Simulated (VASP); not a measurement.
Input for VASP

**KPOINTS**
```
kpoints
0
Gamma
  8 8 8
```

**INCAR**
```
SYSTEM = MgSe
PREC = Accurate
ENCUT = 520
EDIFF = 1E-7
NELM = 100
ALGO = Normal
LREAL = .FALSE.
LASPH = .TRUE.
ISMEAR = 0
SIGMA = 0.05
GGA = PE
LMAXMIX = 4
LWAVE = .FALSE.
LCHARG = .FALSE.
ISIF = 2
```

### POSCAR
```
MgSe
2.7793540
  0.0000000000   1.0000001666   1.0000001666
  1.0000001666   0.0000000000   1.0000001666
  1.0000001666   1.0000001666   0.0000000000
Mg Se
1 1
direct
  0.0000000000   0.0000000000   0.0000000000
  0.5000000000   0.5000000000   0.5000000000
```

POTCAR, in this order: Mg Se (PBE.64 set). Program: vasp_std.

Q: Translate this PBE calculation to Quantum ESPRESSO's pw.x.

A: One equivalent input (not run):
```
&CONTROL
  calculation = 'scf'
  pseudo_dir = './pseudo'
  outdir = './out'
  tprnfor = .true.
  tstress = .true.
/
&SYSTEM
  ibrav = 0
  nat = 2
  ntyp = 2
  ecutwfc = 86
  occupations = 'smearing'
  smearing = 'gaussian'
  degauss = 0.003675
  input_dft = 'pbe'
/
&ELECTRONS
  conv_thr = 7.3e-09
  electron_maxstep = 100
/
ATOMIC_SPECIES
  Mg 24.305 Mg.upf
  Se 78.971 Se.upf
CELL_PARAMETERS angstrom
     0.0000000    2.7793545    2.7793545
     2.7793545    0.0000000    2.7793545
     2.7793545    2.7793545    0.0000000
ATOMIC_POSITIONS crystal
  Mg   0.0000000  0.0000000  0.0000000
  Se   0.5000000  0.5000000  0.5000000
K_POINTS automatic
  8 8 8 0 0 0
```
Limits of the translation: the potentials are each code's own (VASP's PAW set, PseudoDojo norm-conserving files in pw.x), so ENCUT and ecutwfc are chosen apart and not converted; conv_thr bounds pw.x's estimated SCF error, while EDIFF bounds the energy change between steps.

The compound is MgSe in the rock salt structure. This cell is one point of a volume scan, at 1.03 of the reference volume.
